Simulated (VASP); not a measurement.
Here is the system:

```yaml
crystal:
  lattice:
    - [0.00000, 2.98029, 2.98029]
    - [2.98029, 0.00000, 2.98029]
    - [2.98029, 2.98029, 0.00000]
  atoms:
    - { symbol: K, position: [0.00000, 0.00000, 0.00000] }
    - { symbol: Cl, position: [0.50000, 0.50000, 0.50000] }
```

Method: LDA (Ceperley-Alder, Perdew-Zunger), VASP's LDA PAW potentials (set 64) (plane waves; VASP). Settings: 520 eV cut-off, 8×8×8 Γ-centred mesh, Gaussian smearing of 0.050 eV, potentials K_sv Cl.

Task: The job: KCl (rock salt), 2 atoms, LDA, static run, 520 eV, 8×8×8 Γ-centred mesh. Roughly how much core time does it take on a busy server core?

Result: About 10 core-seconds (one run on a shared machine, a rough figure). It had 29 irreducible k-points, 12 bands, up to 1458 plane waves and 13 electronic steps.

The compound is KCl in the rock salt structure. This cell is one point of a volume scan, at 0.94 of the reference volume.
